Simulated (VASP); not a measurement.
RhSb (relaxed from the rock salt structure, space group Fm-3m): computed properties

All values below come from r2SCAN meta-GGA, VASP's PBE PAW potentials (set 64) (plane waves; VASP).

* **space group**: Fm-3m (225)
* **cell**: a = b = c = 5.377 Å, α = β = γ = 90.00°
* **volume per atom**: 19.44 Å³/atom
* **band gap (over mesh and band path)**: none (metal, semimetal or under 0.01 eV)
* **density**: 9.60 g/cm³

RhSb is modelled in the cubic space group Fm-3m (No. 225), the rock salt structure, Pearson symbol cF8. Cell: a = b = c = 5.3772 Å, α = β = γ = 90.00°. Rh on 4a has 6 Sb at 2.689 Å (octahedral). Sb on 4b is coordinated by 6 Rh at 2.689 Å (octahedral). (Neighbours: up to the widest gap in distance over summed covalent radii, below 1.35, at either atom; cation-cation and far metal-metal contacts left out.)
(The calculation used a cell of 2 atoms; values per cell refer to that cell.)

Unless said otherwise, spin-orbit coupling is left out, though it shifts the bands of the heavy elements here.

The structure was generated: RhSb was put into the rock salt type (Fm-3m), which need not be its known phase. It was relaxed first, which changed the volume by -30 %. Symmetry was kept, so distortions that lower it aren't found.
